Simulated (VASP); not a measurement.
Given:

```xyz
8
Lattice="0.0000 3.2512 3.2512 3.2512 0.0000 3.2512 12.9982 12.9982 0.0065" Properties=species:S:1:pos:R:3 pbc="T T T"
Hg     3.2518     3.2518     6.5017
Hg     6.5008     6.5008     6.5039
Te     1.6270     1.6270     1.6242
Te     4.8775     4.8775     1.6248
Te     8.1228     8.1228     1.6307
Te    11.3689    11.3689     1.6358
Cd     9.7509     9.7509     6.5050
Cd    13.0002    13.0002     6.5068
```

Method: PBEsol GGA, VASP's PBE PAW potentials (set 64) (plane waves; VASP). Run with 400 eV cut-off, 9×9×3 Γ-centred mesh, tetrahedra with Blöchl corrections, potentials Hg Te Cd.

The cores are frozen, which limits the accuracy of field gradients.

Give the principal components of the electric field gradient (V/Å²) and the asymmetry η at each nucleus.

```tsv
atom	Vxx	Vyy	Vzz	η
Hg1	-0.2	-0.2	0.3	-
Hg2	3.6	3.6	-7.1	0.00
Te3	2.3	2.3	-4.6	0.00
Te4	36.4	36.4	-72.8	0.00
Te5	-1.1	-1.1	2.3	0.00
Te6	-33.4	-33.4	66.7	0.00
Cd7	0.1	0.1	-0.1	-
Cd8	-1.3	-1.3	2.7	0.00
```

The structure was generated: Cd2Hg2Te4 was put into an ordered model structure (R3m), which need not be its known phase. It was relaxed first.
